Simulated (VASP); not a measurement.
Here is the system:

```
IrO2
1.0
    4.45246     0.00000     0.00000
    0.00000     4.45246     0.00000
    0.00000     0.00000     3.14776
Ir O
2 4
Direct
  0.00000   0.00000   0.00000
  0.50000   0.50000   0.50000
  0.30894   0.30894   0.00000
  0.80894   0.19106   0.50000
  0.19106   0.80894   0.50000
  0.69106   0.69106   0.00000
```

Calculation: LDA (Ceperley-Alder, Perdew-Zunger), VASP's LDA PAW potentials (set 64) (plane waves; VASP 6.6.1). Settings: 520 eV cut-off, 8×8×11 Γ-centred mesh, tetrahedra with Blöchl corrections, potentials Ir O.

The cores are frozen, which limits the accuracy of field gradients.

Give the principal components of the electric field gradient (V/Å²) and the asymmetry η at each nucleus.

```tsv
atom	Vxx	Vyy	Vzz	η
Ir1	-202.3	-32.9	235.2	0.72
Ir2	-202.3	-32.9	235.2	0.72
O3	53.1	40.4	-93.5	0.14
O4	53.1	40.4	-93.5	0.14
O5	53.1	40.4	-93.5	0.14
O6	53.1	40.4	-93.5	0.14
```

The compound is IrO2 in the rutile structure. It was relaxed first.
